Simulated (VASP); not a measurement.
An input for Quantum ESPRESSO's pw.x (written as the equivalent of a VASP run, and not itself run):

```
&CONTROL
  calculation = 'vc-relax'
  pseudo_dir = './pseudo'
  outdir = './out'
  tprnfor = .true.
  tstress = .true.
  nstep = 60
  forc_conv_thr = 0.00039
/
&SYSTEM
  ibrav = 0
  nat = 2
  ntyp = 2
  ecutwfc = 84
  occupations = 'smearing'
  smearing = 'gaussian'
  degauss = 0.003675
  input_dft = 'vdw-df-obk8'
/
&ELECTRONS
  conv_thr = 7.3e-08
  electron_maxstep = 100
/
&IONS
/
&CELL
/
ATOMIC_SPECIES
  Al 26.982 Al.upf
  N 14.007 N.upf
CELL_PARAMETERS angstrom
     0.0000000    2.1900000    2.1900000
     2.1900000    0.0000000    2.1900000
     2.1900000    2.1900000    0.0000000
ATOMIC_POSITIONS crystal
  Al   0.0000000  0.0000000  0.0000000
  N    0.2500000  0.2500000  0.2500000
K_POINTS automatic
  9 9 9 0 0 0
```

Q: Translate this input to VASP (INCAR, KPOINTS, POSCAR, choice of POTCAR).

A: One answer among several that fit: 
INCAR:
```
# general
SYSTEM  =AlN
PREC    =Accurate
ENCUT   =520   # plane-wave cut-off (eV)
LREAL   =.FALSE.   # projection in real space or not
LASPH   =.TRUE.   # aspherical one-centre terms

# electronic loop
EDIFF   =1E-6   # SCF stop (eV)
NELM    =100   # most electronic steps
ALGO    =Normal

# smearing
ISMEAR  =0   # Gaussian
SIGMA   =0.05

# functional
GGA     =BO
LUSE_VDW=.TRUE.
AGGAC   =0.0
PARAM1  =0.1833333333
PARAM2  =0.22

# ions
IBRION  =2
NSW     =60   # most ionic steps
ISIF    =3   # ions, shape and volume
EDIFFG  =-0.01   # ionic stop

# output
LWAVE   =.FALSE.
LCHARG  =.FALSE.
```

POSCAR:
```
AlN
1
    0.0000000000     2.1900000000     2.1900000000
    2.1900000000     0.0000000000     2.1900000000
    2.1900000000     2.1900000000     0.0000000000
Al N
1 1
Direct
  0.0000000000   0.0000000000   0.0000000000
  0.2500000000   0.2500000000   0.2500000000
```

File KPOINTS:
```
Automatic
0
G
 9 9 9
0 0 0
```

POTCAR, in this order: Al N (PBE.64 set). Program: vasp_std.

What does not carry over: the potentials are each code's own (VASP's PAW set, PseudoDojo norm-conserving files in pw.x), so ENCUT and ecutwfc are chosen apart and not converted; conv_thr bounds pw.x's estimated SCF error, while EDIFF bounds the energy change between steps; forc_conv_thr acts on force components and is met together with etot_conv_thr.

The compound is AlN in the zinc blende structure, a metastable form; wurtzite is the usual one. This run relaxes it. Symmetry was kept, so distortions that lower it aren't found.
